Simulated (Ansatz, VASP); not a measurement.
# Cross-check of MgB2 between VASP and Ansatz, part 2 of 2

One calculation is typed for both programs; each brings its own data sets. How far apart do they land? The cell is taken from a series of runs on this material, whose earlier steps may have relaxed, scaled, displaced or heated it; both programs get it as it stands.

VASP 6.6.1 and Ansatz 0.2.0.

So far: Starting point; Ansatz: zone-centre phonons, PBEsol.

## (3) VASP: zone-centre phonons, PBEsol

Level of this step: PBEsol; plane waves and PAW (Mg, B) (VASP).

The same cell, functional, mesh and smearing now go to VASP, with its own data sets.

Lines of VASP's logs that name or quote its potential files are left out, and so is its time.

Contents of INCAR:

```
SYSTEM = MgB2
PREC = Accurate
ENCUT = 600
EDIFF = 1E-08
NELM = 120
ISMEAR = 1
SIGMA = 0.15
LREAL = .FALSE.
ALGO = Normal
GGA = PS
NBANDS = 10
LORBIT = 11
LWAVE = .FALSE.
LCHARG = .FALSE.
ISIF = 2
IBRION = 8
LASPH = .TRUE.
GGA_COMPAT = .FALSE.
KPAR = 2
```

Contents of POSCAR:

```
MgB2
1.0
    3.0616305663      0.0000000000      0.0000000000
   -1.5308152831      2.6514498474      0.0000000000
    0.0000000000      0.0000000000      3.5047392193
Mg B
1 2
Direct
    0.0000000000      0.0000000000      0.0000000000
    0.3333333333      0.6666666667      0.5000000000
    0.6666666667      0.3333333333      0.5000000000
```

Contents of KPOINTS:

```
Automatic mesh
0
Gamma
15 15 12
0 0 0
```

PAW data sets: Mg and B (PBE family, release 64).

Started as:

```
$ mpirun -np 2 vasp_std
```

Numbers of over 12 decimals in the logs are rounded to 6 here.

The program printed:

```text
[banner, memory and clock lines left out]
running    2 mpi-ranks, on    1 nodes
 distrk:  each k-point on    1 cores,    2 groups
 distr:  one band on    1 cores,    1 groups

 POSCAR found type information on POSCAR MgB
 POSCAR found :  2 types and       3 ions
|                                                                             |
|               ----> ADVICE to this user running VASP <----                  |
|                                                                             |
|     You enforced a specific xc type in the INCAR file but a different       |
|     [... a line on the potential file left out ...]
|     I HOPE YOU KNOW WHAT YOU ARE DOING!                                     |
|                                                                             |

 LDA part: xc-table for (Slater+PW92), standard interpolation
 POSCAR, INCAR and KPOINTS ok, starting setup
 FFT: planning ... GRIDC
 FFT: planning ... GRID_SOFT
 FFT: planning ... GRID
 WAVECAR not read
 entering main loop
       N       E                     dE             d eps       ncg     rms          rms(c)
DAV:   1     0.672258248709E+01    0.67226E+01   -0.42295E+03  4020   0.763E+02
DAV:   2    -0.172695621578E+02   -0.23992E+02   -0.22741E+02  5006   0.119E+02
DAV:   3    -0.178635712290E+02   -0.59401E+00   -0.59189E+00  4946   0.166E+01
DAV:   4    -0.178650154634E+02   -0.14442E-02   -0.14441E-02  4922   0.842E-01
DAV:   5    -0.178650190464E+02   -0.35830E-05   -0.35827E-05  4658   0.411E-02    0.526E+00
DAV:   6    -0.164632440285E+02    0.14018E+01   -0.19226E+00  4196   0.668E+00    0.247E+00
DAV:   7    -0.162301752023E+02    0.23307E+00   -0.91224E-01  4338   0.462E+00    0.748E-01
DAV:   8    -0.162313651080E+02   -0.11899E-02   -0.75838E-02  4144   0.165E+00    0.317E-01
DAV:   9    -0.162248732775E+02    0.64918E-02   -0.16708E-02  4146   0.621E-01    0.540E-02
DAV:  10    -0.162248376769E+02    0.35601E-04   -0.71201E-04  4886   0.164E-01    0.191E-02
DAV:  11    -0.162248319002E+02    0.57767E-05   -0.33625E-05  4310   0.364E-02    0.334E-03
DAV:  12    -0.162248313184E+02    0.58177E-06   -0.38789E-06  4346   0.991E-03    0.132E-03
DAV:  13    -0.162248312907E+02    0.27714E-07   -0.25866E-07  4324   0.288E-03    0.104E-04
DAV:  14    -0.162248312930E+02   -0.23636E-08   -0.64513E-09  3188   0.591E-04
   1 F= -.16224831E+02 E0= -.16224565E+02  d E =-.800229E-03
 Linear response reoptimize wavefunctions to high precision
DAV:   1    -0.162248312915E+02    0.15424E-08   -0.26005E-10  3304   0.134E-04
DAV:   2    -0.162248312915E+02   -0.18929E-10   -0.15240E-11  2300   0.268E-05
 Linear response DOF=           4
 Linear response progress:
  Degree of freedom:   1/  4
       N       E                     dE             d eps       ncg     rms          rms(c)
RMM:   1    -0.195683274537E-02   -0.19568E-02   -0.22387E-03 17890   0.350E-01
RMM:   2    -0.181765115565E-02    0.13918E-03   -0.10443E-04 14175   0.683E-02    0.273E-02
RMM:   3    -0.181005564722E-02    0.75955E-05   -0.82704E-06 14615   0.179E-02    0.152E-02
RMM:   4    -0.182096676998E-02   -0.10911E-04   -0.84740E-06 14267   0.173E-02    0.251E-03
RMM:   5    -0.182214660969E-02   -0.11798E-05   -0.12380E-07 14782   0.281E-03    0.170E-04
RMM:   6    -0.182215316677E-02   -0.65571E-08   -0.53914E-10 15126   0.154E-04    0.848E-05
 first order change of Fermi-energy   0.30592E-04
 force on displaced ion       1 direction 1 :  -4.867   0.000   0.000
 Linear response progress:
  Degree of freedom:   2/  4
       N       E                     dE             d eps       ncg     rms          rms(c)
RMM:   1    -0.333683759383E-02   -0.33368E-02    0.12566E-02  7700   0.558E-01
RMM:   2    -0.331341680641E-02    0.23421E-04   -0.10473E-04  5994   0.723E-02    0.563E-02
RMM:   3    -0.320316366002E-02    0.11025E-03   -0.10815E-04  5915   0.539E-02    0.235E-02
RMM:   4    -0.322376233645E-02   -0.20599E-04   -0.37931E-05  6013   0.314E-02    0.450E-03
RMM:   5    -0.322443939735E-02   -0.67706E-06   -0.32289E-07  6128   0.488E-03    0.261E-04
RMM:   6    -0.322465270904E-02   -0.21331E-06   -0.15444E-09  6188   0.274E-04    0.146E-04
RMM:   7    -0.322471337418E-02   -0.60665E-07   -0.53106E-10  6306   0.123E-04    0.108E-05
RMM:   8    -0.322475563218E-02   -0.42258E-07   -0.15617E-10  6439   0.243E-05    0.525E-06
RMM:   9    -0.322475127401E-02    0.43582E-08   -0.13149E-10  6544   0.124E-05    0.224E-07
 first order change of Fermi-energy   0.13135E-03
 force on displaced ion       1 direction 3 :   0.000   0.000  -7.060
 Linear response progress:
  Degree of freedom:   3/  4
       N       E                     dE             d eps       ncg     rms          rms(c)
RMM:   1    -0.463134026914E-01   -0.46313E-01    0.50959E-03 35776   0.118E+00
RMM:   2    -0.445166584581E-01    0.17967E-02   -0.99603E-04 25057   0.212E-01    0.200E-01
RMM:   3    -0.444620589839E-01    0.54599E-04   -0.67592E-04 24906   0.150E-01    0.957E-02
RMM:   4    -0.453309787528E-01   -0.86892E-03   -0.44800E-04 24854   0.121E-01    0.127E-02
RMM:   5    -0.453506337449E-01   -0.19655E-04   -0.31646E-06 26659   0.111E-02    0.107E-03
RMM:   6    -0.453523317301E-01   -0.16980E-05    0.17151E-08 26946   0.964E-04    0.454E-04
RMM:   7    -0.453503624603E-01    0.19693E-05    0.61109E-09 28091   0.469E-04    0.668E-05
RMM:   8    -0.453508243616E-01   -0.46190E-06   -0.21898E-08 28425   0.114E-04    0.244E-05
RMM:   9    -0.453504979308E-01    0.32643E-06   -0.16386E-08 28393   0.748E-05    0.202E-06
RMM:  10    -0.453504993673E-01   -0.14365E-08   -0.28381E-09 28368   0.419E-05    0.806E-07
 first order change of Fermi-energy  -0.35438E-04
 force on displaced ion       2 direction 1 :  -8.404   0.003   0.000
 Linear response progress:
  Degree of freedom:   4/  4
       N       E                     dE             d eps       ncg     rms          rms(c)
RMM:   1    -0.413203784839E-01   -0.41320E-01    0.42154E-02 11753   0.111E+00
RMM:   2    -0.417576272461E-01   -0.43725E-03   -0.36599E-04  8863   0.129E-01    0.123E-01
RMM:   3    -0.415768357441E-01    0.18079E-03   -0.38034E-04  8553   0.110E-01    0.553E-02
RMM:   4    -0.418747278551E-01   -0.29789E-03   -0.18295E-04  8886   0.723E-02    0.127E-02
RMM:   5    -0.418751104662E-01   -0.38261E-06   -0.28067E-06  9381   0.113E-02    0.167E-03
RMM:   6    -0.418758743163E-01   -0.76385E-06   -0.62950E-08  9622   0.149E-03    0.758E-04
RMM:   7    -0.418700312248E-01    0.58431E-05   -0.10597E-08  9269   0.599E-04    0.352E-05
RMM:   8    -0.418702662030E-01   -0.23498E-06   -0.26941E-09 10074   0.873E-05    0.156E-05
RMM:   9    -0.418702604036E-01    0.57995E-08   -0.63066E-09 10055   0.510E-05    0.724E-07
 first order change of Fermi-energy   0.71903E-04
 force on displaced ion       2 direction 3 :   0.000  -0.000 -11.264
 Linear response finished
```

OUTCAR, selected parts (step 3):

```text
ion  position               nearest neighbor table
   1  0.000  0.000  0.000-   2 2.49   3 2.49   2 2.49   3 2.49   2 2.49   2 2.49   3 2.49   3 2.49
                             3 2.49   3 2.49   2 2.49   2 2.49
   2  0.333  0.667  0.500-   3 1.77   3 1.77   3 1.77   1 2.49   1 2.49   1 2.49   1 2.49   1 2.49
                             1 2.49
   3  0.667  0.333  0.500-   2 1.77   2 1.77   2 1.77   1 2.49   1 2.49   1 2.49   1 2.49   1 2.49
                             1 2.49

  LATTYP: Found a hexagonal cell.
 ALAT       =     3.0616305663
 C/A-ratio  =     1.1447296280

 Subroutine GETGRP returns: Found 24 space group operations
 (whereof 24 operations were pure point group operations)

The static configuration has the point symmetry D_6h.

 Found    189 irreducible k-points:

   k-points           NKPTS =    189   k-points in BZ     NKDIM =    189   number of bands    NBANDS=     10

   dimension x,y,z NGX =    24 NGY =   24 NGZ =   28
   dimension x,y,z NGXF=    48 NGYF=   48 NGZF=   56

   ENCUT  =  600.0 eV  44.10 Ry    6.64 a.u.   6.11  6.11  7.00*2*pi/ulx,y,z

   NELECT =       8.0000    total number of electrons

 k-points in reciprocal lattice and weights: Automatic mesh
   0.00000000  0.00000000  0.00000000       0.000
   0.06666667 -0.00000000  0.00000000       0.002
   0.13333333 -0.00000000  0.00000000       0.002
   0.20000000 -0.00000000  0.00000000       0.002
   0.26666667 -0.00000000  0.00000000       0.002
   0.33333333 -0.00000000  0.00000000       0.002
   0.40000000 -0.00000000  0.00000000       0.002
   0.46666667 -0.00000000  0.00000000       0.002
   0.06666667  0.06666667  0.00000000       0.002
[...]
0.33333333  0.26666667  0.50000000       0.004
   0.33333333  0.33333333  0.50000000       0.001

 average (electrostatic) potential at core
       1 -35.2372       2 -26.0696       3 -26.0696

  Total        0.0106717      0.0106717     -0.0261316      0.0000000     -0.0000000      0.0000000
  in kB        0.6009707      0.6009707     -1.4715827      0.0000000     -0.0000000      0.0000000
  external PRESSURE =      -0.0898805 kB  Pullay stress =       0.0000000 kB

  energy-cutoff  :      600.00
  volume of cell :       28.45
      direct lattice vectors                 reciprocal lattice vectors
     3.061630566  0.000000000  0.000000000     0.326623340  0.188576073  0.000000000
    -1.530815283  2.651449847  0.000000000     0.000000000  0.377152146  0.000000000
     0.000000000  0.000000000  3.504739219     0.000000000  0.000000000  0.285327934

 POSITION                                       TOTAL-FORCE (eV/Angst)
 -----------------------------------------------------------------------------------
      0.00000      0.00000      0.00000         0.000000      0.000000      0.000000
     -0.00000      1.76763      1.75237        -0.000000      0.000000      0.000000
      1.53082      0.88382      1.75237         0.000000     -0.000000      0.000000
 -----------------------------------------------------------------------------------
    total drift:                                0.000000     -0.000000      0.000000

 Eigenvectors and eigenvalues of the dynamical matrix
 ----------------------------------------------------

   1 f  =   20.724510 THz   130.215939 2PiTHz  691.295255 cm-1    85.709649 meV
             X         Y         Z           dx          dy          dz
      0.000000  0.000000  0.000000    -0.000000    0.000000   -0.000000
     -0.000000  1.767633  1.752370    -0.000000    0.000000   -0.707107
      1.530815  0.883817  1.752370     0.000000   -0.000000    0.707107

   2 f  =   18.021344 THz   113.231446 2PiTHz  601.127339 cm-1    74.530258 meV
             X         Y         Z           dx          dy          dz
      0.000000  0.000000  0.000000    -0.000000   -0.000000   -0.000000
     -0.000000  1.767633  1.752370     0.581142    0.402832    0.000000
      1.530815  0.883817  1.752370    -0.581142   -0.402832   -0.000000

   3 f  =   18.021344 THz   113.231446 2PiTHz  601.127339 cm-1    74.530258 meV
             X         Y         Z           dx          dy          dz
      0.000000  0.000000  0.000000    -0.000000   -0.000000   -0.000000
     -0.000000  1.767633  1.752370     0.402832   -0.581142    0.000000
      1.530815  0.883817  1.752370    -0.402832    0.581142    0.000000

   4 f  =   12.278965 THz    77.151013 2PiTHz  409.582190 cm-1    50.781697 meV
             X         Y         Z           dx          dy          dz
      0.000000  0.000000  0.000000    -0.000000    0.000000    0.686172
     -0.000000  1.767633  1.752370     0.000000   -0.000000   -0.514378
      1.530815  0.883817  1.752370     0.000000   -0.000000   -0.514378

   5 f  =   10.205359 THz    64.122162 2PiTHz  340.414135 cm-1    42.205955 meV
             X         Y         Z           dx          dy          dz
      0.000000  0.000000  0.000000    -0.563385   -0.390520    0.000000
     -0.000000  1.767633  1.752370     0.423116    0.293290   -0.000000
      1.530815  0.883817  1.752370     0.423116    0.293290    0.000000

   6 f  =   10.205359 THz    64.122162 2PiTHz  340.414135 cm-1    42.205955 meV
             X         Y         Z           dx          dy          dz
      0.000000  0.000000  0.000000     0.390520   -0.563385    0.000000
     -0.000000  1.767633  1.752370    -0.293290    0.423116   -0.000000
      1.530815  0.883817  1.752370    -0.293290    0.423116   -0.000000

   7 f/i=    0.000502 THz     0.003157 2PiTHz    0.016760 cm-1     0.002078 meV
             X         Y         Z           dx          dy          dz
      0.000000  0.000000  0.000000    -0.000000   -0.000000   -0.727440
     -0.000000  1.767633  1.752370    -0.000000   -0.000000   -0.485197
      1.530815  0.883817  1.752370    -0.000000   -0.000000   -0.485197

   8 f/i=    0.009025 THz     0.056705 2PiTHz    0.301039 cm-1     0.037324 meV
             X         Y         Z           dx          dy          dz
      0.000000  0.000000  0.000000    -0.372662    0.625472   -0.000000
     -0.000000  1.767633  1.752370    -0.248102    0.416412   -0.000000
      1.530815  0.883817  1.752370    -0.248102    0.416412   -0.000000

   9 f/i=    0.009025 THz     0.056705 2PiTHz    0.301039 cm-1     0.037324 meV
             X         Y         Z           dx          dy          dz
      0.000000  0.000000  0.000000    -0.625472   -0.372662    0.000000
     -0.000000  1.767633  1.752370    -0.416412   -0.248102    0.000000
      1.530815  0.883817  1.752370    -0.416412   -0.248102    0.000000

 ELASTIC MODULI CONTR FROM IONIC RELAXATION (kBar)
 Direction    XX          YY          ZZ          XY          YZ          ZX
 --------------------------------------------------------------------------------
 XX        -116.6459    116.6459     -0.0000     -0.0000      0.0000      0.0000
 YY         116.6459   -116.6459      0.0000     -0.0000      0.0000     -0.0000
 ZZ          -0.0000      0.0000     -0.0000     -0.0000      0.0000      0.0000
 XY          -0.0000     -0.0000     -0.0000   -116.6459      0.0000      0.0000
 YZ           0.0000      0.0000      0.0000      0.0000      0.0000      0.0000
 ZX           0.0000     -0.0000      0.0000      0.0000      0.0000     -0.0000
 --------------------------------------------------------------------------------
```

## (4) Differences

Known differences besides the potentials themselves: VASP's run holds the zone centre alone; the data sets hold 16 valence electrons in Ansatz (on its default PAW (the set named soft_2) files) and 8 in VASP; the cutoff is 420 eV in Ansatz and 600 eV in VASP; Ansatz makes its cores anew for this functional, VASP keeps those of its PBE data sets. Total energies have different zeros and are not compared.

The two programs side by side:

| quantity | Ansatz | VASP | difference |
| --- | --- | --- | --- |
| optical mode 1 to 2 (cm⁻¹) | 338.7 | 340.4 | -0.51 % |
| optical mode 3 (cm⁻¹) | 407.9 | 409.6 | -0.42 % |
| optical mode 4 to 5 (cm⁻¹) | 594.7 | 601.1 | -1.07 % |
| optical mode 6 (cm⁻¹) | 691.6 | 691.3 | +0.04 % |

Modes are paired by rising frequency, not by their patterns, so a pair may set unlike modes beside each other; they are those without the splitting of longitudinal modes.

## (5) What came out

* r.m.s. difference of the optical zone-centre modes, each program's sorted by frequency (zone-centre phonons, PBEsol): 3.9 cm⁻¹
* difference in optical mode 4 to 5 (zone-centre phonons, PBEsol): -1.1 %

**Reading.** The r.m.s. difference of the optical zone-centre modes, each program's sorted by frequency is 3.9 cm⁻¹ (zone-centre phonons, PBEsol). The data sets hold unlike numbers of valence electrons (16 in Ansatz and 8 in VASP), so part of the differences comes from the potentials. Among the rows given in per cent, the largest difference of the zone-centre phonons, PBEsol pair is in optical mode 4 to 5, -1.1 %. How closely two codes agree says nothing of how well the functional describes the real material.

[Lines on the potential files, build, host, timing and source positions are cut from VASP's logs without a mark.]

[Logs are printed without paths, hosts, clocks, repeated set-up lines and the standing remarks that a program may print on its own settings, such as how far it seeks lower states.]

[Hosts, paths, dates, database ids (printed as entryN), source tags and the programs' standing remarks are cut or masked in the printed files.]
